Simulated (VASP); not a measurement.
Computed with PBE GGA, VASP's PBE PAW potentials (set 64) (plane waves; VASP 6.6.1).

VASP ran on this input.

File POSCAR:
```
ZnS
1
    1.9100000000    -3.3082170000     0.0000000000
    1.9100000000     3.3082170000     0.0000000000
    0.0000000000     0.0000000000     6.2600000000
Zn S
2 2
Direct
  0.6666670000   0.3333330000   0.5000000000
  0.3333330000   0.6666670000   0.0000000000
  0.6666670000   0.3333330000   0.8750000000
  0.3333330000   0.6666670000   0.3750000000
```

### INCAR
```
SYSTEM  =  ZnS
NELECT  =  35.98
NELM  =  100   ! most electronic steps
EDIFF  =  1E-6   ! SCF stop (eV)
GGA  =  PE
LWAVE  =  .False.
ISMEAR  =  0   ! Gaussian
LASPH  =  .True.
PREC  =  Accurate
ENCUT  =  400   ! plane-wave cut-off (eV)
ALGO  =  Normal
ISIF  =  2
LMAXMIX  =  4   ! l cut-off of mixed one-centre charges
LREAL  =  .False.   ! projection in real space or not
LCHARG  =  .False.
SIGMA  =  0.05   ! width (eV)
```

### KPOINTS
```
Automatic mesh
0
Gamma
6 6 3
0 0 0
```

POTCAR, in this order: Zn S (PBE.64 set). Program: vasp_std.

The resulting files:

**OSZICAR**
```
       N       E                     dE             d eps       ncg     rms          rms(c)
DAV:   1     0.210126066445E+03    0.21013E+03   -0.14532E+04   616   0.158E+03
DAV:   2     0.417601321709E+01   -0.20595E+03   -0.19998E+03   658   0.333E+02
DAV:   3    -0.141809326414E+02   -0.18357E+02   -0.18282E+02   748   0.107E+02
DAV:   4    -0.145578534386E+02   -0.37692E+00   -0.37665E+00   736   0.161E+01
DAV:   5    -0.145651084165E+02   -0.72550E-02   -0.72547E-02   748   0.214E+00    0.997E+00
DAV:   6    -0.137032315121E+02    0.86188E+00   -0.20220E+00   974   0.436E+01    0.772E+00
DAV:   7    -0.137368623387E+02   -0.33631E-01   -0.19893E+00   688   0.817E+00    0.335E+00
DAV:   8    -0.137179929907E+02    0.18869E-01   -0.11182E-01   824   0.442E+00    0.115E+00
DAV:   9    -0.137188315803E+02   -0.83859E-03   -0.21005E-02   848   0.247E+00    0.285E-01
DAV:  10    -0.137189743890E+02   -0.14281E-03   -0.12442E-03   712   0.416E-01    0.178E-01
DAV:  11    -0.137192218624E+02   -0.24747E-03   -0.40413E-04   748   0.136E-01    0.110E-01
DAV:  12    -0.137192158526E+02    0.60097E-05   -0.25923E-05   952   0.683E-02    0.133E-02
DAV:  13    -0.137192186623E+02   -0.28096E-05   -0.46298E-06   718   0.138E-02    0.750E-03
DAV:  14    -0.137192190628E+02   -0.40052E-06   -0.56344E-07   516   0.713E-03
   1 F= -.13719219E+02 E0= -.13718935E+02  d E =-.567588E-03
```

**OUTCAR**
```
------------------------ aborting loop because EDIFF is reached ----------------------------------------
  FORCE on cell =-STRESS in cart. coord.  units (eV):
  Direction    XX          YY          ZZ          XY          YZ          ZX
  --------------------------------------------------------------------------------------
  Total        0.5033361      0.5033361      0.5275488      0.0000000      0.0000000     -0.0000000
  in kB       10.1938198     10.1938195     10.6841876      0.0000000      0.0000000     -0.0000000
  external PRESSURE =      10.3572756 kB  Pullay stress =       0.0000000 kB
  volume of cell :       79.11
      direct lattice vectors                 reciprocal lattice vectors
     1.910000000 -3.308217000  0.000000000     0.261780105 -0.151138816  0.000000000
     1.910000000  3.308217000  0.000000000     0.261780105  0.151138816  0.000000000
     0.000000000  0.000000000  6.260000000     0.000000000  0.000000000  0.159744409
  FREE ENERGIE OF THE ION-ELECTRON SYSTEM (eV)
  ---------------------------------------------------
  free  energy   TOTEN  =       -13.7192190628 eV

  energy  without entropy=      -13.7186514751  energy(sigma->0) =      -13.71893527
```
(Selected blocks of OUTCAR.)

The cell is charged, with a uniform compensating background.

The compound is ZnS in the wurtzite structure, the high-temperature form. The cell was not relaxed at this level. The k-mesh is coarse (spacing up to 0.33 per Å, 2π included), so the numbers may not be converged in it. The run is one of a series of settings (NELECT = 35.98 against the base run), some of them coarse on purpose.
